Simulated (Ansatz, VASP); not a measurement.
HfBr: VASP beside Ansatz

```
CELL_PARAMETERS angstrom
3.84676 0.00000 0.00000
0.00000 3.84676 0.00000
0.00000 0.00000 3.84676
ATOMIC_POSITIONS crystal
Hf 0.00000 0.00000 0.00000
Br 0.50000 0.50000 0.50000
```

Change from the starting cell: species swapped into the HoPd type (Pm-3m, No. 221).

Alike in both runs: task single point; functional PBE; k mesh 4 × 4 × 4; occupations gaussian, width 0.1 eV; no spin polarisation.

|  | VASP | Ansatz |
| --- | --- | --- |
| version | VASP 6.6.1 | Ansatz 0.2.0 |
| potentials or method | VASP PAW PBE potentials, release 64 (Hf_pv, Br) | scalar-relativistic, plane waves, PAW |
| plane-wave cutoff (eV) | 520 | 420 |
| valence electrons in the cell | 17 | 33 |

|  | VASP | Ansatz | Ansatz less VASP |
| --- | --- | --- | --- |
| gap on the k mesh at the Fermi level (eV) | none | none | - |
| pressure (GPa) | -11.8 | -11.6 | +0.20 |

A gap of «none» marks a metal or a gap that the smearing closes. With one functional, cell and mesh, what is left measures potentials, basis and numerics. The two sets of potentials don't hold the same shells in valence.

Caveats: the k mesh is coarse (spacing up to 0.41 Å⁻¹), so the values aren't converged; an odd number of electrons without spin polarisation forces a metal; a magnetic or distorted state may lie lower. The runs have no spin-orbit coupling, so splittings on Hf are missing.
